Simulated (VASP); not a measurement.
# IrC and the effect of the strain (εxx = s)

```xyz
2
Lattice="0.0000 2.3104 2.3104 2.3104 0.0000 2.3104 2.3104 2.3104 0.0000" Properties=species:S:1:pos:R:3 pbc="T T T"
Ir    0.0000    0.0000    0.0000
C     3.4656    3.4656    3.4656
```

The cell comes from a database or a generator and needn't be the stable form of this composition.

Kept alike: task single point; functional PBE; k mesh 10 × 10 × 10; occupations fermi-dirac, width 0.05 eV; no spin polarisation. Program: VASP, PBE PAW files C, Ir, 520 eV. The mesh is that of the run's cell of 2 atoms. No spin-orbit coupling.

```tsv
s	free energy over the lowest row (meV/atom)
-0.04	26.93
-0.02	8.38
-0.01	?
0	0.45
0.01	0.00
0.02	1.83
0.04	12.43
```

The cell shown is the unstrained one; x, y and z are its Cartesian axes; atoms keep their fractions. For a metal such a mesh leaves the last digits unconverged.

**Question.** Fit the rows shown and predict the run at -0.01.

**Answer.** A least-squares cubic through the rows shown is free energy = -14930 s³ + 12065.3 s² - 157.38 s + 0.357 (largest miss 0.093); at s = -0.01 it gives 3.15 meV/atom. The run gave: free energy over the lowest row 3.21 meV/atom.
